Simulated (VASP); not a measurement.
These are r2SCAN meta-GGA, VASP's PBE PAW potentials (set 64) (plane waves; VASP 6.6.1) values and carry that method's errors.

Gaps are without spin-orbit coupling.

The volume per atom is 20.82 Å³/atom and the band gap (over mesh and band path) comes out as 2.32 eV. The smallest direct gap (over mesh and band path) comes out as 2.32 eV.

### Question
Which relaxed crystal gives these values?
(A) MgZn3S4, P-43m (215)
(B) Zn3CdS4, P-43m (215)
(C) PbSe, Cmcm (63)
(D) Ca2Si, Fm-3m (225)

### Answer
B, Zn3CdS4, P-43m (215)
